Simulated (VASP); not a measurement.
Output of a VASP run:

### OUTCAR
```
 ion  position               nearest neighbor table
   1  0.497  0.490  0.327-   4 2.40   4 2.51   4 2.55   4 2.65   2 2.94
   2  0.501  0.487  0.464-   4 2.44   4 2.53   5 2.58   5 2.58   4 2.59   5 2.62   5 2.62   4 2.68
                             1 2.94   3 3.02
   3  0.472  0.479  0.604-   5 2.44   6 2.46   5 2.51   5 2.54   6 2.56   6 2.58   5 2.61   6 2.68
                             2 3.02
   4  0.028  0.032  0.394-   1 2.40   2 2.44   1 2.51   2 2.53   1 2.55   2 2.59   1 2.65   2 2.68
                             5 3.07
   5  0.000  0.999  0.537-   3 2.44   3 2.51   3 2.54   2 2.58   2 2.58   3 2.61   2 2.62   2 2.62
                             6 2.96   4 3.07
   6  0.002  0.014  0.675-   3 2.46   3 2.56   3 2.58   3 2.68   5 2.96
  LATTYP: Found a simple tetragonal cell.
 ALAT       =     2.9302000000
 C/A-ratio  =     7.3288512730
 Subroutine PRICEL returns:
 Original cell was already a primitive cell.
 Subroutine GETGRP returns: Found  1 space group operations
The static configuration has the point symmetry C_1 .
The dynamic configuration has the point symmetry C_1 .
 Subroutine INISYM returns: Found  1 space group operations
 Subroutine IBZKPT returns following result:
 Found     20 irreducible k-points:

 Following reciprocal coordinates:
            Coordinates               Weight
  0.000000  0.000000  0.000000      1.000000
  0.166667  0.000000  0.000000      2.000000
  0.000000  0.166667  0.000000      2.000000
  0.333333  0.000000  0.000000      2.000000
  0.000000  0.333333  0.000000      2.000000
  0.500000  0.000000  0.000000      1.000000
  0.000000  0.500000  0.000000      1.000000
  0.166667  0.166667  0.000000      2.000000
 -0.166667  0.166667  0.000000      2.000000
  0.333333  0.166667  0.000000      2.000000
 -0.166667  0.333333  0.000000      2.000000
 -0.333333  0.166667  0.000000      2.000000
  0.166667  0.333333  0.000000      2.000000
  0.500000  0.166667  0.000000      2.000000
 -0.166667  0.500000  0.000000      2.000000
  0.333333  0.333333  0.000000      2.000000
 -0.333333  0.333333  0.000000      2.000000
  0.500000  0.333333  0.000000      2.000000
 -0.333333  0.500000  0.000000      2.000000
  0.500000  0.500000  0.000000      1.000000
   k-points           NKPTS =     20   k-points in BZ     NKDIM =     20   number of bands    NBANDS=     30
   number of dos      NEDOS =    301   number of ions     NIONS =      6
   total plane-waves  NPLWV =  40824
   dimension x,y,z NGX =    18 NGY =   18 NGZ =  126
   dimension x,y,z NGXF=    36 NGYF=   36 NGZF=  252
   ions per type =               3   3
   PREC   = accura    normal or accurate (medium, high low for compatibility)
   ISTART =      0    job   : 0-new  1-cont  2-samecut
   ICHARG =      2    charge: 1-file 2-atom 10-const
   ISPIN  =      1    spin polarized calculation?
   LNONCOLLINEAR =      F non collinear calculations
   LSORBIT =      F    spin-orbit coupling
   INIWAV =      1    electr: 0-lowe 1-rand  2-diag
   ENCUT  =  300.0 eV  22.05 Ry    4.70 a.u.   4.14  4.14 30.33*2*pi/ulx,y,z
   NELM   =    100;   NELMIN=  2; NELMDL= -5     # of ELM steps
   EDIFF  = 0.1E-05   stopping-criterion for ELM
   LREAL  =      F    real-space projection
   NLSPLINE    = F    spline interpolate recip. space projectors
   LMAXMIX     =    4 max onsite mixed and CHGCAR
   VOSKOWN=      0    Vosko Wilk Nusair interpolation
   EDIFFG = 0.1E-04   stopping-criterion for IOM
   NSW    =      0    number of steps for IOM
   NBLOCK =      1;   KBLOCK =      1    inner block; outer block
   IBRION =     -1    ionic relax: 0-MD 1-quasi-New 2-CG
   NFREE  =      0    steps in history (QN), initial steepest desc. (CG)
   ISIF   =      2    stress and relaxation
   ISYM   =      2    0-nonsym 1-usesym 2-fastsym
   TEIN   =    0.0    initial temperature
   TEBEG  =    0.0;   TEEND  =   0.0 temperature during run
   SMASS  =  -3.00    Nose mass-parameter (am)
   PSTRESS=    0.0 pullay stress
   NELECT =      51.0000    total number of electrons
   EFERMI =   0.00;   METHOD = LEGACY
   ISMEAR =    -1;   SIGMA  =   0.10  broadening in eV -4-tet -1-fermi 0-gaus
   IALGO  =     38    algorithm
...
```

OSZICAR:
```
       N       E                     dE             d eps       ncg     rms          rms(c)
DAV:   1     0.266800535586E+03    0.26680E+03   -0.24010E+04  1688   0.991E+02
DAV:   2    -0.317017256623E+02   -0.29850E+03   -0.28917E+03  1360   0.318E+02
DAV:   3    -0.436713060107E+02   -0.11970E+02   -0.11651E+02  1568   0.554E+01
DAV:   4    -0.439849921739E+02   -0.31369E+00   -0.31284E+00  1600   0.822E+00
DAV:   5    -0.439953055640E+02   -0.10313E-01   -0.10312E-01  1714   0.134E+00    0.206E+01
DAV:   6    -0.508694333645E+02   -0.68741E+01   -0.61786E+01  1568   0.421E+01    0.228E+01
DAV:   7    -0.431974178942E+02    0.76720E+01   -0.45421E+01  1544   0.472E+01    0.150E+01
DAV:   8    -0.432895327948E+02   -0.92115E-01   -0.72524E+01  1616   0.308E+01    0.112E+01
DAV:   9    -0.405305030228E+02    0.27590E+01   -0.12786E+01  1490   0.212E+01    0.675E+00
DAV:  10    -0.398116937286E+02    0.71881E+00   -0.35530E+00  1430   0.935E+00    0.287E+00
DAV:  11    -0.397749852839E+02    0.36708E-01   -0.18593E+00  1388   0.621E+00    0.412E+00
DAV:  12    -0.396058570532E+02    0.16913E+00   -0.28046E-01  1484   0.269E+00    0.244E+00
DAV:  13    -0.395042881280E+02    0.10157E+00   -0.27683E-01  1354   0.215E+00    0.602E-01
DAV:  14    -0.395063041991E+02   -0.20161E-02   -0.13508E-02  1412   0.819E-01    0.671E-01
DAV:  15    -0.395026414951E+02    0.36627E-02   -0.54761E-03  1598   0.462E-01    0.334E-01
DAV:  16    -0.395017602481E+02    0.88125E-03   -0.41247E-03  1442   0.371E-01    0.727E-02
DAV:  17    -0.395020941928E+02   -0.33394E-03   -0.92068E-04  1392   0.179E-01    0.407E-02
DAV:  18    -0.395020669586E+02    0.27234E-04   -0.14786E-04  1456   0.577E-02    0.361E-02
DAV:  19    -0.395021028884E+02   -0.35930E-04   -0.70557E-05  1276   0.395E-02    0.221E-02
DAV:  20    -0.395021253141E+02   -0.22426E-04   -0.61450E-05  1126   0.421E-02    0.131E-02
DAV:  21    -0.395021615426E+02   -0.36229E-04   -0.56467E-06  1258   0.119E-02    0.879E-03
DAV:  22    -0.395022690030E+02   -0.10746E-03   -0.13159E-05  1188   0.165E-02    0.502E-03
DAV:  23    -0.395023348205E+02   -0.65817E-04   -0.49880E-06  1048   0.732E-03    0.589E-03
DAV:  24    -0.395023732413E+02   -0.38421E-04   -0.39506E-06   904   0.114E-02    0.199E-03
DAV:  25    -0.395023894051E+02   -0.16164E-04   -0.12879E-06   808   0.401E-03    0.844E-04
DAV:  26    -0.395023918694E+02   -0.24642E-05   -0.19906E-07   778   0.151E-03    0.813E-04
DAV:  27    -0.395023936607E+02   -0.17914E-05   -0.16992E-07   734   0.141E-03    0.203E-04
DAV:  28    -0.395023939858E+02   -0.32512E-06   -0.42156E-08   740   0.643E-04
   1 F= -.39502394E+02 E0= -.39408416E+02  d E =-.187955E+00
```

OUTCAR:
```
------------------------ aborting loop because EDIFF is reached ----------------------------------------
  FORCE on cell =-STRESS in cart. coord.  units (eV):
  Direction    XX          YY          ZZ          XY          YZ          ZX
  --------------------------------------------------------------------------------------
  Total        2.8790642      2.7688299     -0.1552621      0.5267375     -0.3028488      0.1193907
  in kB       25.0169425     24.0590879     -1.3491132      4.5769602     -2.6315328      1.0374169
  external PRESSURE =      15.9089724 kB  Pullay stress =       0.0000000 kB
  volume of cell :      184.39
      direct lattice vectors                 reciprocal lattice vectors
     2.930200000  0.000000000  0.000000000     0.341273633  0.000000000  0.000000000
     0.000000000  2.930200000  0.000000000     0.000000000  0.341273633  0.000000000
     0.000000000  0.000000000 21.475000000     0.000000000  0.000000000  0.046565774
 POSITION                                       TOTAL-FORCE (eV/Angst)
 -----------------------------------------------------------------------------------
      1.45747      1.43498      7.01425         0.454033      0.615655      0.547197
      1.46800      1.42622      9.95581         0.352749      0.735458      0.541840
      1.38176      1.40365     12.97423         0.795346      0.696743      0.386014
      0.08127      0.09403      8.46038        -0.845343     -1.254040     -1.000758
      0.00082      2.92648     11.52997        -0.412651     -0.381723     -0.440970
      0.00597      0.04013     14.49034        -0.344134     -0.412093     -0.033323
 -----------------------------------------------------------------------------------
    total drift:                               -0.000005     -0.000403      0.002991
  FREE ENERGIE OF THE ION-ELECTRON SYSTEM (eV)
  ---------------------------------------------------
  free  energy   TOTEN  =       -39.5023939858 eV

  energy  without entropy=      -39.3144386303  energy(sigma->0) =      -39.40841631
```
(Selected blocks of OUTCAR.)

**POSCAR**
```
AlRu
1
    2.9302000000     0.0000000000     0.0000000000
    0.0000000000     2.9302000000     0.0000000000
    0.0000000000     0.0000000000    21.4750000000
Al Ru
3 3
Direct
  0.4973970000   0.4897210000   0.3266240000
  0.5009910000   0.4867310000   0.4636000000
  0.4715580000   0.4790300000   0.6041550000
  0.0277340000   0.0320910000   0.3939640000
  0.0002800000  -0.0012680000   0.5369020000
  0.0020390000   0.0136950000   0.6747540000
```

Problem. Write an INCAR and KPOINTS that could have produced this output.

Solution. This is not unique; one that fits is the input of the run itself, PBE GGA, plane waves, VASP's PBE PAW potentials (set 64).

File KPOINTS:
```
kpoints
0
Gamma
  6 6 1
0 0 0
```

### INCAR
```
SYSTEM = AlRu
PREC = Accurate
ENCUT = 300
EDIFF = 1E-6
NELM = 100
ALGO = Normal
LREAL = .FALSE.
LASPH = .TRUE.
ISMEAR = -1
SIGMA = 0.1
GGA = PE
LMAXMIX = 4
LWAVE = .FALSE.
LCHARG = .FALSE.
ISIF = 2
```

POTCAR, in this order: Al Ru_pv (PBE.64 set). Program: vasp_std.

At this cut-off the stress carries a Pulay error, which pulls relaxed volumes low. The cell holds a wide vacuum, so values per volume refer to the whole cell.

The cell is a sheet with vacuum, built from a generated structure.
